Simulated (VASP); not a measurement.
Input:

```
ZrB2
1.0
    1.58176    -2.73969     0.00000
    1.58176     2.73969     0.00000
    0.00000     0.00000     3.55048
Zr B
1 2
Cartesian
  0.00000   0.00000   0.00000
  1.58176   0.91323   1.77524
  1.58176  -0.91323   1.77524
```

Computed with r2SCAN+rVV10, VASP's PBE PAW potentials (set 64) (plane waves; VASP). Numerical set-up: 520 eV cut-off, 12×12×10 Γ-centred mesh, tetrahedra with Blöchl corrections, potentials Zr_sv B.

Give the energies of bands 6 to 12 at the high-symmetry points, in eV from the Fermi level.

```json
[
 {"band": "6", "Γ": "-2.92", "M": "-9.42", "K": "-8.60", "A": "-7.61", "L": "-7.76", "H": "-9.57"},
 {"band": "7", "Γ": "-2.92", "M": "-4.37", "K": "-7.46", "A": "-1.21", "L": "-5.05", "H": "-5.49"},
 {"band": "8", "Γ": "-2.89", "M": "-3.47", "K": "-2.83", "A": "-1.21", "L": "-4.57", "H": "-3.10"},
 {"band": "9", "Γ": "-2.85", "M": "-2.98", "K": "-2.83", "A": "0.24", "L": "-2.45", "H": "-3.10"},
 {"band": "10", "Γ": "3.44", "M": "2.08", "K": "1.42", "A": "0.24", "L": "3.71", "H": "4.08"},
 {"band": "11", "Γ": "3.44", "M": "2.26", "K": "1.42", "A": "0.67", "L": "4.04", "H": "6.07"},
 {"band": "12", "Γ": "4.20", "M": "5.02", "K": "3.23", "A": "0.67", "L": "5.38", "H": "6.07"}
]
```

It has no gap at this level: it comes out as a metal or semimetal.

The compound is ZrB2 in the AlB2 type structure. It was relaxed first.
